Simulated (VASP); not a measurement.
A run of VASP 6.6.1 is set up as follows.

Contents of INCAR:

```
PREC     = Accurate       # precision mode
ENCUT    = 520            # plane-wave cutoff, eV
EDIFF    = 1E-6           # SCF threshold, eV
ISMEAR   = -1             # smearing method
SIGMA    = 0.02           # smearing width, eV
LREAL    = Auto         
LASPH    = T              # aspherical terms in the spheres
NELM     = 100            # most SCF steps
ALGO     = Normal         # electronic algorithm
ISIF     = 2              # what is computed and relaxed
LWAVE    = F              # write WAVECAR
LCHARG   = F              # write CHGCAR
GGA      = PE             # functional
NBANDS   = 44             # bands
```

KPOINTS

```
Automatic mesh
0
Gamma
  1 1 1
```

File POSCAR:

```
H14SO6
1.0
    6.2144650000      0.0000000000      0.0000000000
    0.0000000000      6.2144650000      0.0000000000
    0.0000000000      0.0000000000      6.2144650000
O H S
6 14 1
Direct
    0.6260394097      0.1115622986      0.6825205388
    1.1161540052      0.3594195156      0.9025233870
    0.3776350820      0.0530858248      0.0721059657
    0.0745196891      0.8047836781      0.3186758635
    0.9708317611      0.2610522386      0.4583339032
    0.4311392855      0.6175109201      0.4695496716
    0.5945805472     -0.0056802959      0.7843635776
    0.5745788254      0.2306071400      0.7516013044
    1.2702461113      0.3166805188      0.9252445705
    1.0673646082      0.3245009828      0.7512312001
    0.5070911173      0.0579615462      0.1656457957
    0.2534731469     -0.0129536493      0.1474141378
    0.1856636090      0.7019429669      0.3827199928
    0.0412746713      0.8877835823      0.4437871965
    0.8987579784      0.3232780296      0.3307283893
    0.8553914134      0.1915048198      0.5352994988
    0.5623653846      0.5962218791      0.4011447486
    0.3837659396      0.4955052446      0.5484623375
    0.8225486828      0.6605556552      1.0153730048
    0.8306909766      0.3507944771      1.0154373707
    0.6826331792      0.5012016320      1.0798194213
```

Potentials or basis: VASP PAW PBE potentials, release 64 (O, H, S).

Launch:

```bash
$ cat potpaw_PBE.64/O/POTCAR potpaw_PBE.64/H/POTCAR potpaw_PBE.64/S/POTCAR > POTCAR
$ mpirun -np 1 vasp_gam > vasp.out
```

(1) Predict the band gap on the k mesh.

(2) What does it give for the largest force?

(3) Predict the pressure.

Results:

(1) 4.06 eV, direct.

(2) 3.818 eV/Å.

(3) 1.6 GPa.
